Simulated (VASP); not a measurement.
All values below come from PBE GGA, VASP's PBE PAW potentials (set 64) (plane waves; VASP).

VASP ran on this input.

**INCAR**
```
# general
SYSTEM   =  WSi2
PREC     =  Accurate
ENCUT    =  500   # plane-wave cut-off (eV)
LREAL    =  .False.
LASPH    =  .True.   # aspherical one-centre terms

# electronic loop
EDIFF    =  1E-6   # SCF stop (eV)
NELM     =  100   # most electronic steps
ALGO     =  Normal
LMAXMIX  =  6

# smearing
ISMEAR   =  1   # Methfessel-Paxton
SIGMA    =  0.1

# functional
GGA      =  PE   # PBE

# ions
IBRION   =  2   # conjugate gradients
NSW      =  40
ISIF     =  3
EDIFFG   =  -0.02
PSTRESS  =  200   # kbar

# output
LWAVE    =  .False.
LCHARG   =  .False.
```

POSCAR:
```
WSi2
1.0
 -1.5695141332   1.5695141332   3.8506878704
  1.5695141332  -1.5695141332   3.8506878704
  1.5695141332   1.5695141332  -3.8506878704
Si W
2 1
Direct
  0.6666617677   0.6666617677   0.0000000000
  0.3333382323   0.3333382323   1.0000000000
  1.0000000000   1.0000000000   1.0000000000
```

File KPOINTS:
```
Automatic mesh
0
Gamma
14 14 14
0 0 0
```

POTCAR, in this order: Si W_sv (PBE.64 set). Program: vasp_std.

Output

File OUTCAR:
```
 ion  position               nearest neighbor table
   1  0.667  0.667  0.000-   3 2.56   3 2.56   3 2.56   3 2.56   2 2.56   2 2.56   2 2.56   2 2.56
                             2 2.57   3 2.57
   2  0.333  0.333  0.000-   3 2.56   3 2.56   3 2.56   3 2.56   1 2.56   1 2.56   1 2.56   1 2.56
                             1 2.57   3 2.57
   3  0.000  0.000  0.000-   1 2.56   2 2.56   1 2.56   2 2.56   1 2.56   2 2.56   2 2.56   1 2.56
                             1 2.57   2 2.57
  LATTYP: Found a body centered tetragonal cell.
 ALAT       =     3.1390282664
 C/A-ratio  =     2.4534266936
 Subroutine PRICEL returns:
 Original cell was already a primitive cell.
 Subroutine GETGRP returns: Found 16 space group operations
The static configuration has the point symmetry D_4h.
The dynamic configuration has the point symmetry D_4h.
 Subroutine INISYM returns: Found 16 space group operations
 Subroutine IBZKPT returns following result:
 Found    244 irreducible k-points:

 Following reciprocal coordinates:
            Coordinates               Weight
  0.000000  0.000000  0.000000      1.000000
  0.071429  0.000000  0.000000      8.000000
  0.142857  0.000000  0.000000      8.000000
  0.214286  0.000000  0.000000      8.000000
...
```

File OSZICAR:
```
       N       E                     dE             d eps       ncg     rms          rms(c)
DAV:   1     0.125750685826E+03    0.12575E+03   -0.11007E+04  7320   0.145E+03
DAV:   2    -0.214822905844E+02   -0.14723E+03   -0.14513E+03  8363   0.359E+02
DAV:   3    -0.254097058894E+02   -0.39274E+01   -0.38405E+01  9862   0.511E+01
DAV:   4    -0.254355255144E+02   -0.25820E-01   -0.25798E-01  8244   0.485E+00
DAV:   5    -0.254358454484E+02   -0.31993E-03   -0.31993E-03  9945   0.531E-01    0.288E+01
DAV:   6    -0.247322192634E+02    0.70363E+00   -0.37157E+00  8825   0.151E+01    0.107E+01
DAV:   7    -0.246503137158E+02    0.81906E-01   -0.19991E-01  8216   0.286E+00    0.473E+00
DAV:   8    -0.246319430689E+02    0.18371E-01   -0.32379E-02  9483   0.162E+00    0.311E-01
DAV:   9    -0.246315094747E+02    0.43359E-03   -0.10291E-03  8706   0.271E-01    0.170E-01
DAV:  10    -0.246314382577E+02    0.71217E-04   -0.25915E-04  9049   0.163E-01    0.407E-02
DAV:  11    -0.246314346343E+02    0.36234E-05   -0.28969E-05  9224   0.444E-02    0.130E-02
DAV:  12    -0.246314347733E+02   -0.13900E-06   -0.94994E-07  5592   0.790E-03
   1 F= -.19895037E+02 E0= -.19894874E+02  d E =-.198950E+02
       N       E                     dE             d eps       ncg     rms          rms(c)
DAV:   1    -0.246427284399E+02   -0.11294E-01   -0.47843E-02  8237   0.244E+00    0.391E-01
DAV:   2    -0.246414699192E+02    0.12585E-02   -0.36415E-03  8811   0.571E-01    0.960E-02
DAV:   3    -0.246412111486E+02    0.25877E-03   -0.44069E-04  9280   0.169E-01    0.457E-02
DAV:   4    -0.246411733182E+02    0.37830E-04   -0.88183E-05  9014   0.828E-02    0.340E-02
DAV:   5    -0.246411705970E+02    0.27212E-05   -0.65307E-06  8762   0.208E-02    0.953E-03
DAV:   6    -0.246411701493E+02    0.44771E-06   -0.73991E-07  4549   0.668E-03
   2 F= -.19895036E+02 E0= -.19894898E+02  d E =0.763249E-06
       N       E                     dE             d eps       ncg     rms          rms(c)
DAV:   1    -0.246367931219E+02    0.43775E-02   -0.11948E-02  8209   0.122E+00    0.196E-01
DAV:   2    -0.246364789022E+02    0.31422E-03   -0.90104E-04  8755   0.284E-01    0.483E-02
DAV:   3    -0.246364143861E+02    0.64516E-04   -0.11095E-04  9273   0.851E-02    0.229E-02
DAV:   4    -0.246364059921E+02    0.83940E-05   -0.21873E-05  8937   0.413E-02    0.171E-02
DAV:   5    -0.246364062535E+02   -0.26143E-06   -0.15289E-06  5639   0.104E-02
   3 F= -.19895144E+02 E0= -.19894994E+02  d E =-.107410E-03
```

### OUTCAR
```
------------------------ aborting loop because EDIFF is reached ----------------------------------------
  FORCE on cell =-STRESS in cart. coord.  units (eV):
  Direction    XX          YY          ZZ          XY          YZ          ZX
  --------------------------------------------------------------------------------------
  Total        4.7275064      4.7275064      4.7148502      0.0000000      0.0000000     -0.0000000
  in kB      199.4197511    199.4197511    198.8858743      0.0000000      0.0000000     -0.0000000
  external PRESSURE =      -0.7582078 kB  Pullay stress =     200.0000000 kB
  volume of cell :       37.98
      direct lattice vectors                 reciprocal lattice vectors
    -1.570799455  1.570799455  3.848336741     0.000000000  0.318309252  0.129926260
     1.570799455 -1.570799455  3.848336741     0.318309252  0.000000000  0.129926260
     1.570799455  1.570799455 -3.848336741     0.318309252  0.318309252  0.000000000
 POSITION                                       TOTAL-FORCE (eV/Angst)
 -----------------------------------------------------------------------------------
      0.00000      0.00000      5.13094         0.000000      0.000000     -0.008463
      0.00000      0.00000      2.56574        -0.000000     -0.000000      0.008463
      0.00000      0.00000     -0.00000         0.000000      0.000000     -0.000000
 -----------------------------------------------------------------------------------
    total drift:                                0.000000     -0.000000     -0.000000
  FREE ENERGIE OF THE ION-ELECTRON SYSTEM (eV)
  ---------------------------------------------------
  free  energy   TOTEN  =       -24.6364062535 eV

  energy  without entropy=      -24.6359555658  energy(sigma->0) =      -24.63625602
  enthalpy is  TOTEN    =       -19.8951442481 eV   P V=        4.7412620054

 reached required accuracy - stopping structural energy minimisation
```
(Selected blocks of OUTCAR.)

### CONTCAR
```
WSi2
   1.00000000000000
    -1.5707994548220920    1.5707994548220920    3.8483367407207982
     1.5707994548220920   -1.5707994548220920    3.8483367407207982
     1.5707994548220920    1.5707994548220920   -3.8483367407207982
  Si              W
     2     1
Direct
     0.6666433482429813    0.6666433482429813    0.0000000000000000
     0.3333566517570186    0.3333566517570186    0.0000000000000000
     0.0000000000000000    0.0000000000000000    0.0000000000000000
```

OUTCAR:
```
 val. band max:       12.8691912970   @ k =  -0.4286  -0.4286   0.4286

 cond. band min:      12.9012068498   @ k =  -0.3571  -0.4286   0.3571


 Fermi energy:        12.8895198327

 k-point     1 :       0.0000    0.0000    0.0000
  band No.  band energies     occupation
      1     -60.8234      2.00000
      2     -25.1620      2.00000
      3     -25.0880      2.00000
      4     -25.0880      2.00000
      5      -1.7410      2.00000
      6       5.6319      2.00000
      7       9.1503      2.00000
      8       9.2734      2.00000
      9       9.8622      2.00000
     10       9.8622      2.00000
     11      13.6210     -0.00000
     12      15.5371      0.00000
     13      16.0287      0.00000
     14      16.2558      0.00000
     15      16.2558      0.00000

 k-point     2 :       0.0714    0.0000    0.0000
  band No.  band energies     occupation
      1     -60.8229      2.00000
      2     -25.1609      2.00000
      3     -25.1023      2.00000
      4     -25.0867      2.00000
      5      -1.6374      2.00000
      6       5.6528      2.00000
      7       8.7467      2.00000
      8       9.2846      2.00000
      9       9.9310      2.00000
     10      10.0407      2.00000
     11      13.2026     -0.00009
     12      15.7087      0.00000
     13      15.8671      0.00000
     14      15.9471      0.00000
     15      16.7314      0.00000

 k-point     3 :       0.1429    0.0000    0.0000
  band No.  band energies     occupation
      1     -60.8214      2.00000
      2     -25.1580      2.00000
      3     -25.1422      2.00000
      4     -25.0830      2.00000
      5      -1.3309      2.00000
      6       5.6864      2.00000
      7       8.0258      2.00000
      8       9.2641      2.00000
      9      10.1297      2.00000
     10      10.2179      2.00000
     11      12.4292      2.00000
     12      14.9540      0.00000
     13      15.5508      0.00000
     14      16.7187      0.00000
     15      17.4944      0.00000
...
```

Unless said otherwise, spin-orbit coupling is left out, though it shifts the bands of the heavy elements here.

The compound is WSi2 in the MoSi2 type structure. This run relaxes it under an external pressure of 20 GPa. Symmetry was kept, so distortions that lower it aren't found.
